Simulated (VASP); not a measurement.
An input for Quantum ESPRESSO's pw.x (written as the equivalent of a VASP run, and not itself run):

```
&CONTROL
  calculation = 'vc-relax'
  pseudo_dir = './pseudo'
  outdir = './out'
  tprnfor = .true.
  tstress = .true.
  nstep = 40
  forc_conv_thr = 0.00078
/
&SYSTEM
  ibrav = 0
  nat = 2
  ntyp = 2
  ecutwfc = 86
  occupations = 'smearing'
  smearing = 'gaussian'
  degauss = 0.003675
  input_dft = 'pz'
/
&ELECTRONS
  conv_thr = 7.3e-08
  electron_maxstep = 100
/
&IONS
/
&CELL
  press = 100
/
ATOMIC_SPECIES
  Zn 65.380 Zn.upf
  Se 78.971 Se.upf
CELL_PARAMETERS angstrom
     0.0000000    2.7327291    2.7327291
     2.7327291    0.0000000    2.7327291
     2.7327291    2.7327291    0.0000000
ATOMIC_POSITIONS crystal
  Zn   0.0000000  0.0000000  0.0000000
  Se   0.2500000  0.2500000  0.2500000
K_POINTS automatic
  8 8 8 0 0 0
```

**Question.** Translate this input to VASP (INCAR, KPOINTS, POSCAR, choice of POTCAR).

**Answer.** Several could match; the one computed here: 
### KPOINTS
```
Automatic mesh
0
Gamma
8 8 8
0 0 0
```

**INCAR**
```
! general
SYSTEM =ZnSe
PREC   =Accurate
ENCUT  =500   ! plane-wave cut-off (eV)
LREAL  =.False.   ! projection in real space or not
LASPH  =.True.

! electronic loop
EDIFF  =1E-6   ! SCF stop (eV)
NELM   =100   ! most electronic steps
ALGO   =Normal
LMAXMIX=4   ! l cut-off of mixed one-centre charges

! smearing
ISMEAR =0
SIGMA  =0.05

! ions
IBRION =2
NSW    =40   ! most ionic steps
ISIF   =3   ! ions, shape and volume
EDIFFG =-0.02   ! ionic stop
PSTRESS=100   ! kbar

! output
LWAVE  =.False.
LCHARG =.False.
```

**POSCAR**
```
ZnSe
1
    0.0000000000     2.7327290780     2.7327290780
    2.7327290780     0.0000000000     2.7327290780
    2.7327290780     2.7327290780     0.0000000000
Zn Se
1 1
Direct
  0.0000000000   0.0000000000   0.0000000000
  0.2500000000   0.2500000000   0.2500000000
```

POTCAR, in this order: Zn Se (LDA.64 set). Program: vasp_std.

Limits of the translation: the potentials are each code's own (VASP's PAW set, PseudoDojo norm-conserving files in pw.x), so ENCUT and ecutwfc are chosen apart and not converted; conv_thr bounds pw.x's estimated SCF error, while EDIFF bounds the energy change between steps; forc_conv_thr acts on force components and is met together with etot_conv_thr.

The compound is ZnSe in the zinc blende structure. This run relaxes it under an external pressure of 10 GPa. Symmetry was kept, so distortions that lower it aren't found.
